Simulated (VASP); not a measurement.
OSZICAR of a VASP run on InAs (zinc blende):

File OSZICAR:
```
       N       E                     dE             d eps       ncg     rms          rms(c)
DAV:   1    -0.967320598355E+01   -0.96732E+01   -0.46383E-01   486   0.693E+00    0.351E+00
DAV:   2    -0.967998755072E+01   -0.67816E-02   -0.30838E-02   594   0.115E+00    0.343E+00
DAV:   3    -0.967950191707E+01    0.48563E-03   -0.80846E-04   531   0.270E-01    0.224E+00
DAV:   4    -0.967923329565E+01    0.26862E-03   -0.13528E-04   565   0.121E-01    0.140E+00
DAV:   5    -0.967914282759E+01    0.90468E-04   -0.42544E-05   516   0.667E-02    0.853E-01
DAV:   6    -0.967911444961E+01    0.28378E-04   -0.13894E-05   486   0.392E-02    0.513E-01
DAV:   7    -0.967910541448E+01    0.90351E-05   -0.41098E-06   471   0.219E-02    0.309E-01
DAV:   8    -0.967910264165E+01    0.27728E-05   -0.14157E-06   401   0.119E-02    0.186E-01
DAV:   9    -0.967910202724E+01    0.61441E-06   -0.50164E-07   268   0.687E-03
   1 F= -.96791020E+01 E0= -.96789235E+01  d E =-.357089E-03
```

### Question
Which electronic solver shows in the log?

### Answer
It is blocked Davidson (ALGO = Normal, or the opening steps of other solvers). The INCAR had ALGO = Normal.

### Question
Can the final energy be trusted as converged?

### Answer
The run converged. It stopped with EDIFF = 1E-6, NELM = 60 (HSEsol screened hybrid, plane waves, VASP's PBE PAW potentials (set 64)).

The compound is InAs in the zinc blende structure. This cell is one point of a volume scan, at 1.03 of the reference volume. The cell's shape comes from a PBE relaxation.
